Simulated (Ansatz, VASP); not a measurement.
**HfC in two plane-wave programs**

One calculation is typed for both programs; each brings its own data sets. How far apart do they land? The cell is taken from a series of runs on this material, whose earlier steps may have relaxed, scaled, displaced or heated it; both programs get it as it stands.

Calculated with Ansatz 0.2.0; plane waves, with VASP 6.6.1 beside it; zone-centre phonons at PBEsol.

**1. Starting point**

The structure is trigonal, space group R-3m (No. 166). The conventional cell has a = 3.127 Å, b = 3.127 Å, c = 8.159 Å, α = 90.00°, β = 90.00°, γ = 120.00°. Nearest to C lie 6 Hf at 2.26 Å. Nearest to Hf lie 6 C at 2.26 Å. Farther neighbours are not listed.

**2. Ansatz: zone-centre phonons, PBEsol**

Ansatz runs on its PAW soft_1 files.

Second derivatives magnify differences that forces hide, and they need a tight electronic threshold.

The input, input.yaml:

```yaml
crystal:
  lattice:
    - [0.0958971604, 2.3073340281, 2.3073340281]
    - [2.3073340281, 0.0958971604, 2.3073340281]
    - [2.3073340281, 2.3073340281, 0.0958971604]
  atoms:
    - { symbol: C, position: [0.0, 0.0, 0.0] }
    - { symbol: Hf, position: [0.5, 0.5, 0.5] }
kpoints:
  mp_grid: { grid: [16, 16, 16] }
hamiltonian:
  xc: pbesol
  pseudopotentials: { kind: paw, azcp: { folder: soft_1 }, xc_functional: pbe }
scf:
  occupations: { method: methfessel_paxton, width: 0.2 }
output:
  eigenvalues: true
phonons:
  method: dfpt
```

Command:

```
> ansatz run input.yaml --threads 4 --pin off --max-ram 10240MiB --backend cpu --events-out ev --progress --plain --runs-dir out
```

Numbers of over 12 decimals in the logs are rounded to 6 here.

What it wrote:

```text
Engine: ansatz 0.2.0, x86_64-unknown-linux-gnu
Pseudopotentials: kind: paw
Pseudopotential: C, paw, valence charge 4, recommended cutoff 420 eV (normal), soft_1/C.paw.azcp
Pseudopotential: Hf, paw, valence charge 26, recommended cutoff 420 eV (normal), soft_1/Hf.paw.azcp
Functional definition: PBEsol
  exchange = pbesol_x
  correlation = pbesol_c
Crystal: 2 atoms, lattice volume = 23.037 Å³
Basis set: ecut = 420 eV, 453 PW (Γ), exchange–correlation on 48×48×48 points (8 copies of the dense FFT grid, shifted against one another)
Bands: 19, of which v1, the nominal top of the filled ones, is band 15 counted from 1 (14 counted from 0)
Symmetry: 12 space group operations
k-points: 1098 of 4096 (irreducible under 2 space group operations, time reversal used)
Non-local potential: C, projectors of the file, l = 0: 2, l = 1: 2, l = 2: 1
Non-local potential: Hf, projectors of the file, l = 0: 3, l = 1: 2, l = 2: 2, l = 3: 3
PAW form: soft (Blöchl's): semilocal exchange-correlation on the pseudo side does not see the compensation charge
PAW frozen core: C, regenerated for the run's functional, and the local potential with it (the file was generated under x = pbe(κ = 0.804, μ = 0.219515), c = pbe(β = 0.066725))
PAW frozen core: Hf, regenerated for the run's functional, and the local potential with it (the file was generated under x = pbe(κ = 0.804, μ = 0.219515), c = pbe(β = 0.066725))
PAW one-centre angular grid: C, 110 points (default); XC on 64 Gauss nodes
PAW one-centre angular grid: Hf, 590 points (default); XC on 64 Gauss nodes
Initial density: superposition of atomic densities (chi_scale 0.1, normalization cell, long waves kept (reshape's long-wave potential 0.00 eV rms))
Initial wavefunctions: pseudopotential atomic-orbital guess
Functional: x = pbesol(κ = 0.804, μ = 0.123457), c = pbesol(β = 0.046)
SCF iter   1: F=—  HF=-15847.937209 eV  |F-HF|=—  |Δ(HF+E_count)|=         —  Δρ=9.16e-2  dr2=2.52e0  ethr=3.10e-3  ⟨swp⟩=4.9  Hψ=92421  notcnv=0
preconditioner: auto → Kerker (q_TF=auto, 2.851 Å⁻¹)  [metal: Δε(μ)=0.030 eV  Ē_g=17.778 eV  σ=0.200 eV  W_gap=0.13  n_scr=14 (ndim 8)  ℏωp=40.9 eV  f_vac=0.000  D(μ)=0.17/eV (n_scr^D=0)]
SCF iter   2: F=—  HF=-15847.405373 eV  |F-HF|=—  |Δ(HF+E_count)|=   5.32e-1  S|Δr|=    0.00e0  Δρ=3.48e-2  dr2=2.79e-1  ethr=3.10e-3  ⟨swp⟩=2.4  Hψ=39055  notcnv=0
SCF iter   3: F=—  HF=-15847.345880 eV  |F-HF|=—  |Δ(HF+E_count)|=   5.95e-2  S|Δr|=    0.00e0  Δρ=1.40e-2  dr2=2.66e-2  ethr=9.30e-4  ⟨swp⟩=2.0  Hψ=38610  notcnv=0
SCF iter   4: F=—  HF=-15847.339522 eV  |F-HF|=—  |Δ(HF+E_count)|=   6.36e-3  S|Δr|=    0.00e0  Δρ=8.25e-3  dr2=7.24e-3  ethr=8.85e-5  ⟨swp⟩=2.0  Hψ=37046  notcnv=0
SCF iter   5: F=—  HF=-15847.339707 eV  |F-HF|=—  |Δ(HF+E_count)|=   1.84e-4  S|Δr|=    0.00e0  Δρ=1.43e-3  dr2=2.65e-4  ethr=2.41e-5  ⟨swp⟩=2.0  Hψ=33603  notcnv=0
SCF iter   6: F=—  HF=-15847.339618 eV  |F-HF|=—  |Δ(HF+E_count)|=   8.91e-5  S|Δr|=    0.00e0  Δρ=2.67e-4  dr2=1.66e-5  ethr=8.85e-7  ⟨swp⟩=2.1  Hψ=32169  notcnv=0
SCF iter   7: F=—  HF=-15847.339618 eV  |F-HF|=—  |Δ(HF+E_count)|=   4.01e-7  S|Δr|=    0.00e0  Δρ=8.06e-5  dr2=1.18e-6  ethr=5.54e-8  ⟨swp⟩=2.2  Hψ=37671  notcnv=0
SCF iter   8: F=—  HF=-15847.339618 eV  |F-HF|=—  |Δ(HF+E_count)|=   4.66e-7  S|Δr|=    0.00e0  Δρ=1.53e-5  dr2=3.49e-8  ethr=3.93e-9  ⟨swp⟩=3.0  Hψ=38022  notcnv=0
SCF iter   9: F=—  HF=-15847.339618 eV  |F-HF|=—  |Δ(HF+E_count)|=  1.35e-10  S|Δr|=    0.00e0  Δρ=2.95e-6  dr2=1.81e-9  ethr=1.16e-10  ⟨swp⟩=2.3  Hψ=37054  notcnv=0
SCF iter  10: F=—  HF=-15847.339618 eV  |F-HF|=—  |Δ(HF+E_count)|=  3.09e-10  S|Δr|=    0.00e0  Δρ=3.65e-7  dr2=3.65e-11  ethr=6.04e-12  ⟨swp⟩=2.7  Hψ=36753  notcnv=0
SCF iter  11: F=-15847.339618 eV  HF=-15847.339618 eV  |F-HF|=7.28e-12  |Δ(HF+E_count)|=  1.09e-11  S|Δr|=    0.00e0  Δρ=9.50e-8  dr2=2.05e-12  ethr=1.00e-12  ⟨swp⟩=6.9  Hψ=116031  notcnv=0
SCF 1 converged in 11 iterations: F = -15847.339618 eV  dr2 = 2.05e-12
  greatest PAW one-centre occupation: 0.998 electrons in one spin orbital (limit 2), on the Hf atom at site 1 (counted from 0), in its partial waves of l = 0
DFPT response loops at Γ: preconditioner auto → Kerker (q_TF=auto, 2.851 Å⁻¹) (partly filled bands, converged f_vac=0.000); β = 1.00, the filter's whole step (`scf.mixing.beta` (0.50) is not read by the response loops under this deck's `scf.mixing.preconditioner`; to damp them name `kerker` or `kerker_dos`, under which they read `scf.mixing.beta`, and type it under 1.00, their step now; both keys bind the ground state too); Broyden in place of MSR1
SCF converged after 11 iterations
Stability not checked: this state was not tested for a lower state beside it, because cold or Methfessel-Paxton smearing, or corrected tetrahedra, fill the levels in a way that the test cannot read (fill_not_monotonic; see scf.lower_state_search)
Free energy (F): -15847.339618 eV
Harris-Foulkes:  -15847.339618 eV  (|F-HF|=7.28e-12)
Internal energy: -15847.340099 eV  (E = F + TS)
E sigma→0 (E₀):  -15847.339739 eV
Entropy (-TS):   0.000481 eV (0.240 meV/atom)
Fermi energy:    20.323774 eV
--- Per-component energies (eV) ---
  E_band       = 122.666671
  E_kinetic    = 499.938820
  E_local      = -5990.649918  (includes V_loc(G=0)·N_el)
  E_nonlocal   = 91.828703
  E_hartree    = 2956.325422
  E_xc         = -314.099782
  E_vxc        = -316.169821  (∫ρ·V_xc dr)
  E_paw        = -7674.770417  (= ΣΔE_a)
  E_vpaw       = -74.932061  (= ΣTr[D̂ρ^β])
  E_aug_tail   = 0.000111  (compensation charges beyond the density's cutoff)
  E_ewald      = -5417.185194
  E_core_change = 1.272157  (= ΣΔE_core)
  E_smearing   = 0.000481  (= −TS)
  E_closure    = -0.000000  (closes the sum)
  Σ components = -15847.339618   (vs F -15847.339618, Δ=0.00e0)
--- Band table (eV; the first three rows and the last of 1098) ---
  k-point 0: bands = [... 11 lower, 9.6835, 20.8900, 21.1150, 21.5688, 21.5688, 21.8621, 21.8621, 23.9136]
  k-point 1: bands = [... 11 lower, 9.6817, 20.4377, 20.6554, 21.0210, 21.3797, 22.0491, 22.3514, 24.4719]
  k-point 2: bands = [... 11 lower, 9.6819, 19.5500, 19.6000, 20.1338, 21.6850, 22.4202, 22.7487, 25.6656]
  k-point 1097: bands = [... 11 lower, 11.8030, 13.5676, 17.3351, 17.3351, 25.6721, 25.6721, 26.1933, 27.6159]
--- Phonons (Γ-DFPT): 2 representative perturbations + reference, on 1098 of 4096 k-points (Σ response iterations 7) ---
  k mesh reduced under 2 symmetry operations, with k and −k counted as one. Each operation leaves every solved perturbation unchanged. A smaller set is not used because it would not reduce the number of displacements times k-points to solve
  ASR residual: 3.412e-5 → 0.000e0 eV/Å²; symmetrization residual: 7.664e-7 eV/Å²
  ASR residual per site (eV/Å²): 2.45e-5 3.41e-5
  Γ frequencies (cm⁻¹): 0.00 0.00 0.00 486.97 486.97 539.96
  non-analytic LO–TO correction: not included (Born effective charges unavailable; polar crystals: no LO–TO splitting at Γ)
```

**3. VASP: zone-centre phonons, PBEsol**

The same cell, functional, mesh and smearing now go to VASP, with its own data sets.

Lines of VASP's logs that name or quote its potential files are left out, and so is its time.

The input, INCAR:

```
SYSTEM = HfC
PREC = Accurate
ENCUT = 600
EDIFF = 1E-08
NELM = 120
ISMEAR = 1
SIGMA = 0.2
LREAL = .FALSE.
ALGO = Normal
GGA = PS
NBANDS = 13
LASPH = .TRUE.
LORBIT = 11
LWAVE = .FALSE.
LCHARG = .FALSE.
ISIF = 2
IBRION = 8
GGA_COMPAT = .FALSE.
KPAR = 2
```

The input, POSCAR:

```
HfC
1.0
    0.0958971604      2.3073340281      2.3073340281
    2.3073340281      0.0958971604      2.3073340281
    2.3073340281      2.3073340281      0.0958971604
C Hf
1 1
Direct
    0.0000000000      0.0000000000      0.0000000000
    0.5000000000      0.5000000000      0.5000000000
```

The input, KPOINTS:

```
Automatic mesh
0
Gamma
16 16 16
0 0 0
```

Potentials, in the order of the species: C and Hf_pv (PBE family, release 64).

Command:

```
> mpirun -np 2 vasp_std
```

What it wrote:

```text
[banner, memory and clock lines left out]
running    2 mpi-ranks, on    1 nodes
 distrk:  each k-point on    1 cores,    2 groups
 distr:  one band on    1 cores,    1 groups

 POSCAR found type information on POSCAR C Hf
 POSCAR found :  2 types and       2 ions
|                                                                             |
|               ----> ADVICE to this user running VASP <----                  |
|                                                                             |
|     You enforced a specific xc type in the INCAR file but a different       |
|     [... a line on the potential file left out ...]
|     I HOPE YOU KNOW WHAT YOU ARE DOING!                                     |
|                                                                             |

 LDA part: xc-table for (Slater+PW92), standard interpolation
 POSCAR, INCAR and KPOINTS ok, starting setup
 FFT: planning ... GRIDC
 FFT: planning ... GRID_SOFT
 FFT: planning ... GRID
 WAVECAR not read
 entering main loop
       N       E                     dE             d eps       ncg     rms          rms(c)
DAV:   1     0.254721422796E+02    0.25472E+02   -0.86988E+03 10866   0.120E+03
DAV:   2    -0.231712286415E+02   -0.48643E+02   -0.45728E+02 13502   0.224E+02
DAV:   3    -0.248649843933E+02   -0.16938E+01   -0.16836E+01 13619   0.299E+01
DAV:   4    -0.248733567542E+02   -0.83724E-02   -0.83715E-02 12108   0.249E+00
DAV:   5    -0.248734072528E+02   -0.50499E-04   -0.50498E-04 13561   0.178E-01    0.674E+01
DAV:   6    -0.221097493357E+02    0.27637E+01   -0.11623E+01 12542   0.186E+01    0.469E+01
DAV:   7    -0.220677782108E+02    0.41971E-01   -0.49147E-01 12732   0.515E+00    0.233E+01
DAV:   8    -0.220579542620E+02    0.98239E-02   -0.31901E-02 13377   0.151E+00    0.383E+00
DAV:   9    -0.220551298098E+02    0.28245E-02   -0.14715E-02 13057   0.664E-01    0.175E+00
DAV:  10    -0.220547717013E+02    0.35811E-03   -0.13944E-03 13005   0.278E-01    0.109E-01
DAV:  11    -0.220547686487E+02    0.30526E-05   -0.64468E-05 12997   0.762E-02    0.157E-02
DAV:  12    -0.220547680964E+02    0.55229E-06   -0.22950E-06 13482   0.128E-02    0.759E-03
DAV:  13    -0.220547679586E+02    0.13777E-06   -0.18114E-07 13433   0.313E-03    0.845E-04
DAV:  14    -0.220547679352E+02    0.23476E-07   -0.92468E-09  8113   0.850E-04    0.134E-03
DAV:  15    -0.220547679472E+02   -0.12026E-07   -0.29586E-09  6301   0.500E-04    0.203E-04
DAV:  16    -0.220547679497E+02   -0.25605E-08   -0.47342E-10  5751   0.188E-04
   1 F= -.22054768E+02 E0= -.22054911E+02  d E =0.428600E-03
 Linear response reoptimize wavefunctions to high precision
DAV:   1    -0.220547679486E+02    0.11491E-08   -0.35485E-11  6616   0.523E-05
DAV:   2    -0.220547679486E+02   -0.68212E-11   -0.38882E-12  5671   0.161E-05
 Linear response DOF=           2
 Linear response progress:
  Degree of freedom:   1/  2
       N       E                     dE             d eps       ncg     rms          rms(c)
RMM:   1    -0.124734470953E+00   -0.12473E+00    0.20919E-02 63640   0.194E+00
RMM:   2    -0.119783044873E+00    0.49514E-02   -0.36151E-03 45808   0.365E-01    0.479E-01
RMM:   3    -0.120142952722E+00   -0.35991E-03   -0.71351E-04 42136   0.154E-01    0.252E-01
RMM:   4    -0.121139163956E+00   -0.99621E-03   -0.42626E-04 42963   0.117E-01    0.414E-02
RMM:   5    -0.121139907538E+00   -0.74358E-06   -0.11402E-05 47937   0.249E-02    0.121E-02
RMM:   6    -0.121138981937E+00    0.92560E-06   -0.36980E-07 51032   0.414E-03    0.451E-03
RMM:   7    -0.121127190753E+00    0.11791E-04   -0.98331E-08 49379   0.221E-03    0.264E-03
RMM:   8    -0.121130098567E+00   -0.29078E-05   -0.44920E-09 52772   0.629E-04    0.395E-04
RMM:   9    -0.121129634177E+00    0.46439E-06    0.23552E-08 53926   0.109E-04    0.166E-04
RMM:  10    -0.121129656299E+00   -0.22122E-07    0.70158E-09 55774   0.254E-05    0.107E-04
RMM:  11    -0.121129677986E+00   -0.21688E-07   -0.60307E-10 54743   0.122E-05    0.428E-05
RMM:  12    -0.121129688884E+00   -0.10897E-07   -0.78721E-10 50808   0.334E-06    0.961E-06
RMM:  13    -0.121129690862E+00   -0.19781E-08   -0.17358E-10 31624   0.980E-07    0.498E-06
 first order change of Fermi-energy  -0.26136E-03
 force on displaced ion       1 direction 1 : -10.499  -0.770  -0.770
 Linear response progress:
  Degree of freedom:   2/  2
       N       E                     dE             d eps       ncg     rms          rms(c)
RMM:   1    -0.213639259941E+00   -0.21364E+00    0.38195E+00 31658   0.120E+01
RMM:   2    -0.208331027510E+00    0.53082E-02   -0.30883E-02 44125   0.127E+00    0.560E-01
RMM:   3    -0.207611569329E+00    0.71946E-03   -0.91350E-04 55206   0.152E-01    0.243E-01
RMM:   4    -0.207096907109E+00    0.51466E-03   -0.76794E-05 59495   0.552E-02    0.141E-01
RMM:   5    -0.206671134035E+00    0.42577E-03   -0.28337E-05 59471   0.388E-02    0.134E-02
RMM:   6    -0.206668230806E+00    0.29032E-05   -0.24852E-06 60263   0.105E-02    0.705E-03
RMM:   7    -0.206674801507E+00   -0.65707E-05   -0.11361E-06 64359   0.229E-03    0.675E-03
RMM:   8    -0.206674922648E+00   -0.12114E-06   -0.27741E-06 63384   0.568E-04    0.231E-03
RMM:   9    -0.206675569087E+00   -0.64644E-06   -0.21581E-06 66301   0.269E-04    0.126E-04
RMM:  10    -0.206675876470E+00   -0.30738E-06   -0.13135E-06 64156   0.858E-05    0.159E-05
RMM:  11    -0.206675935537E+00   -0.59068E-07   -0.59202E-07 68927   0.318E-05    0.322E-05
RMM:  12    -0.206675959262E+00   -0.23724E-07   -0.30284E-07 62850   0.150E-05    0.121E-05
RMM:  13    -0.206675962415E+00   -0.31539E-08   -0.14810E-07 57906   0.777E-06    0.120E-05
RMM:  14    -0.206675965550E+00   -0.31347E-08   -0.89204E-08 48679   0.437E-06    0.212E-06
 first order change of Fermi-energy   0.60783E-03
 force on displaced ion       2 direction 1 : -10.498  -0.770  -0.770
 Linear response finished
```

Parts of OUTCAR (step 3):

```text
ion  position               nearest neighbor table
   1  0.000  0.000  0.000-   2 2.26   2 2.26   2 2.26   2 2.26   2 2.26   2 2.26
   2  0.500  0.500  0.500-   1 2.26   1 2.26   1 2.26   1 2.26   1 2.26   1 2.26

  LATTYP: Found a trigonal (rhomboedric) cell.
 ALAT       =     3.2644719175
 COS(alpha) =     0.5410945480

 Subroutine GETGRP returns: Found 12 space group operations
 (whereof 12 operations were pure point group operations)

The static configuration has the point symmetry D_3d.

 Found    417 irreducible k-points:

   k-points           NKPTS =    417   k-points in BZ     NKDIM =    417   number of bands    NBANDS=     13

   dimension x,y,z NGX =    28 NGY =   28 NGZ =   28
   dimension x,y,z NGXF=    56 NGYF=   56 NGZF=   56

   ENCUT  =  600.0 eV  44.10 Ry    6.64 a.u.   6.52  6.52  6.52*2*pi/ulx,y,z

   NELECT =      14.0000    total number of electrons

 k-points in reciprocal lattice and weights: Automatic mesh
   0.00000000  0.00000000  0.00000000       0.000
   0.06250000  0.00000000 -0.00000000       0.001
   0.12500000  0.00000000 -0.00000000       0.001
   0.18750000 -0.00000000 -0.00000000       0.001
   0.25000000  0.00000000 -0.00000000       0.001
   0.31250000  0.00000000 -0.00000000       0.001
   0.37500000 -0.00000000 -0.00000000       0.001
   0.43750000  0.00000000  0.00000000       0.001
   0.50000000  0.00000000 -0.00000000       0.001
[...]
-0.43750000  0.50000000  0.43750000       0.001
   0.50000000  0.50000000  0.50000000       0.000

 average (electrostatic) potential at core
       1 -47.1333       2 -34.1069

  Total        2.3696127      2.3696127      2.3696127     -1.1899194     -1.1899194     -1.1899194
  in kB      164.8032769    164.8032769    164.8032769    -82.7572437    -82.7572437    -82.7572437
  external PRESSURE =     164.8032769 kB  Pullay stress =       0.0000000 kB

  energy-cutoff  :      600.00
  volume of cell :       23.04
      direct lattice vectors                 reciprocal lattice vectors
     0.095897160  2.307334028  2.307334028    -0.230700207  0.221494479  0.221494479
     2.307334028  0.095897160  2.307334028     0.221494479 -0.230700207  0.221494479
     2.307334028  2.307334028  0.095897160     0.221494479  0.221494479 -0.230700207

 POSITION                                       TOTAL-FORCE (eV/Angst)
 -----------------------------------------------------------------------------------
      0.00000      0.00000      0.00000         0.000000     -0.000000     -0.000000
      2.35528      2.35528      2.35528        -0.000000      0.000000      0.000000
 -----------------------------------------------------------------------------------
    total drift:                                0.000000      0.000000      0.000000

 Eigenvectors and eigenvalues of the dynamical matrix
 ----------------------------------------------------

   1 f  =   16.168813 THz   101.591650 2PiTHz  539.333559 cm-1    66.868809 meV
             X         Y         Z           dx          dy          dz
      0.000000  0.000000  0.000000     0.558853    0.558853    0.558853
      2.355283  2.355283  2.355283    -0.144971   -0.144971   -0.144971

   2 f  =   14.535928 THz    91.331932 2PiTHz  484.866383 cm-1    60.115743 meV
             X         Y         Z           dx          dy          dz
      0.000000  0.000000  0.000000     0.684456   -0.684456    0.000000
      2.355283  2.355283  2.355283    -0.177538    0.177538   -0.000000

   3 f  =   14.535928 THz    91.331932 2PiTHz  484.866383 cm-1    60.115743 meV
             X         Y         Z           dx          dy          dz
      0.000000  0.000000  0.000000     0.395171    0.395171   -0.790342
      2.355283  2.355283  2.355283    -0.102502   -0.102502    0.205004

   4 f/i=    0.000015 THz     0.000097 2PiTHz    0.000516 cm-1     0.000064 meV
             X         Y         Z           dx          dy          dz
      0.000000  0.000000  0.000000    -0.144971   -0.144971   -0.144971
      2.355283  2.355283  2.355283    -0.558853   -0.558853   -0.558853

   5 f/i=    0.000293 THz     0.001841 2PiTHz    0.009775 cm-1     0.001212 meV
             X         Y         Z           dx          dy          dz
      0.000000  0.000000  0.000000    -0.203596    0.081030    0.122566
      2.355283  2.355283  2.355283    -0.784916    0.312392    0.472524

   6 f/i=    0.000293 THz     0.001841 2PiTHz    0.009775 cm-1     0.001212 meV
             X         Y         Z           dx          dy          dz
      0.000000  0.000000  0.000000     0.023981   -0.188310    0.164329
      2.355283  2.355283  2.355283     0.092452   -0.725983    0.633531

 ELASTIC MODULI CONTR FROM IONIC RELAXATION (kBar)
 Direction    XX          YY          ZZ          XY          YZ          ZX
 --------------------------------------------------------------------------------
 XX           0.0000      0.0000      0.0000      0.0000      0.0000      0.0000
 YY           0.0000      0.0000      0.0000      0.0000      0.0000      0.0000
 ZZ           0.0000      0.0000      0.0000      0.0000      0.0000      0.0000
 XY           0.0000      0.0000      0.0000      0.0000      0.0000      0.0000
 YZ           0.0000      0.0000      0.0000      0.0000      0.0000      0.0000
 ZX           0.0000      0.0000      0.0000      0.0000      0.0000      0.0000
 --------------------------------------------------------------------------------
```

**4. Side by side**

Known differences besides the potentials themselves: the data sets hold 30 valence electrons in Ansatz (on its PAW soft_1 files) and 14 in VASP; the cutoff is 420 eV in Ansatz and 600 eV in VASP; Ansatz makes its cores anew for this functional, VASP keeps those of its PBE data sets. Total energies have different zeros and are not compared.

The two programs side by side:

| quantity | Ansatz | VASP | difference |
| --- | --- | --- | --- |
| optical mode 1 to 2 (cm⁻¹) | 487.0 | 484.9 | +0.43 % |
| optical mode 3 (cm⁻¹) | 540.0 | 539.3 | +0.12 % |

Modes are paired by rising frequency, not by their patterns, so a pair may set unlike modes beside each other; they are those without the splitting of longitudinal modes.

**5. Outcome**

```json
{
 "r.m.s. difference of the optical zone-centre modes, each program's sorted by frequency (zone-centre phonons, PBEsol)": "1.8 cm⁻¹"
}
```

What this shows: The r.m.s. difference of the optical zone-centre modes, each program's sorted by frequency is 1.8 cm⁻¹ (zone-centre phonons, PBEsol). The data sets hold unlike numbers of valence electrons (30 in Ansatz and 14 in VASP), so part of the differences comes from the potentials. Such differences can come from data sets, numerical settings and the points named under the comparisons, not from the functional's error against experiment.

[Lines on the potential files, build, host, timing and source positions are cut from VASP's logs without a mark.]

[Logs are printed without paths, hosts, clocks, repeated set-up lines and the standing remarks that a program may print on its own settings, such as how far it seeks lower states.]

[Hosts, paths, dates, database ids (printed as entryN), source tags and the programs' standing remarks are cut or masked in the printed files.]
